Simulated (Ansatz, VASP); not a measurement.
Two plane-wave programs on NaLaMnMoO6

Contents of INCAR:

```
SYSTEM = NaLaMnMoO6
PREC = Accurate
ENCUT = 520
EDIFF = 1E-6
ISMEAR = -1
SIGMA = 0.05
LREAL = .FALSE.
LASPH = .TRUE.
NELM = 120
ALGO = Fast
ISIF = 2
LWAVE = .FALSE.
LCHARG = .FALSE.
ISPIN = 2
MAGMOM = 0 0 4 1 0 0 0 0 0 0
LORBIT = 10
LMAXMIX = 6
GGA = PE
KPAR = 4
```

Contents of KPOINTS:

```
regular mesh
0
G
  6 6 6
  0 0 0
```

Contents of POSCAR:

```
NaLaMnMoO6
1.0
    4.7224200000     -2.7368800000      0.0020400000
    4.7224200000      2.7368800000      0.0020400000
   -3.1779600000      0.0000000000      4.4700000000
Na La Mn Mo O
1 1 1 1 6
Direct
    0.2502100000      0.2502100000      0.7445900000
    0.7511700000      0.7511700000      0.2570700000
    0.4991800000      0.4991800000      0.4991700000
    0.0011000000      0.0011000000      0.0011400000
    0.2850300000      0.7810600000      0.2852000000
    0.7810600000      0.2850300000      0.2852000000
    0.2518700000      0.2518700000      0.1877500000
    0.7477700000      0.7477700000      0.8112400000
    0.2188300000      0.7140700000      0.7152500000
    0.7140700000      0.2188300000      0.7152500000
```

input.yaml

```yaml
crystal:
  lattice:
    - [4.72242, -2.73688, 0.00204]
    - [4.72242, 2.73688, 0.00204]
    - [-3.17796, 0.0, 4.47]
  atoms:
    - { symbol: Na, position: [0.25021, 0.25021, 0.74459] }
    - { symbol: La, position: [0.75117, 0.75117, 0.25707] }
    - { symbol: Mn, position: [0.49918, 0.49918, 0.49917], spin: 4.0 }
    - { symbol: Mo, position: [0.0011, 0.0011, 0.00114], spin: 1.0 }
    - { symbol: O, position: [0.28503, 0.78106, 0.2852] }
    - { symbol: O, position: [0.78106, 0.28503, 0.2852] }
    - { symbol: O, position: [0.25187, 0.25187, 0.18775] }
    - { symbol: O, position: [0.74777, 0.74777, 0.81124] }
    - { symbol: O, position: [0.21883, 0.71407, 0.71525] }
    - { symbol: O, position: [0.71407, 0.21883, 0.71525] }
hamiltonian:
  xc: pbe
  pseudopotentials: { kind: paw }
magnetization:
  spin_polarized: true
kpoints:
  mp_grid: { grid: [6, 6, 6] }
scf:
  occupations: { method: fermi_dirac, width: 0.05 }
output:
  forces: true
  stress: true
  eigenvalues: true
  bader: true
  populations: true
  write_density: true
  write_potential: true
  elf: true
  volumetric_format: npy
```

The cell was built by a generator and needn't be a form met in nature.

Alike in both runs: task atomic charges; functional PBE; k mesh 6 × 6 × 6; occupations fermi-dirac, width 0.05 eV; collinear spin, ferromagnetic start.

|  | VASP | Ansatz |
| --- | --- | --- |
| version | VASP 6.6.1 | Ansatz 0.2.0 |
| potentials or method | VASP PAW PBE potentials, release 64 (Na_pv, La, Mn_pv, Mo_sv, O) | Ansatz PAW |
| plane-wave cutoff (eV) | 520 | 420 |
| valence electrons in the cell | 81 | 85 |

VASP gave:

| Item | Value |
| --- | --- |
| gap on the k mesh at the Fermi level (eV) | none |
| pressure (GPa) | 0.5 |
| largest component of the traceless stress (GPa) | 0.11 |
| rms of the force components (eV/Å) | 0.055 |
| net moment per atom (μB) | 0.20 |
| size of the moment on the site where the two differ most (μB) | 2.49 |

Estimate Ansatz's values.

gap on the k mesh at the Fermi level (eV): none; pressure (GPa): 0.3; largest component of the traceless stress (GPa): 0.13; rms of the force components (eV/Å): 0.035; net moment per atom (μB): 0.19; size of the moment on the site where the two differ most (μB): 2.22.

Site moments also hang on the region over which each program counts them. Atom by atom the forces differ by 0.021 eV/Å (rms over components). A gap of «none» marks a metal or a gap that the smearing closes. The two sets of potentials don't hold the same shells in valence.

Caveats: a cell with one magnetic atom can't hold antiferromagnetic order, which such compounds often take; semilocal functionals often make such compounds metallic where correlation or magnetic order opens a gap, which also shifts bond lengths; the pressure holds a Pulay correction of +0.6 GPa for the finite cutoff (Ansatz); the starting moments weren't kept (Ansatz). Spin-orbit coupling is left out, which matters for the levels of La. With open d or f shells a metallic result of PBE can be an artefact of self-interaction; +U or a hybrid may open a gap.
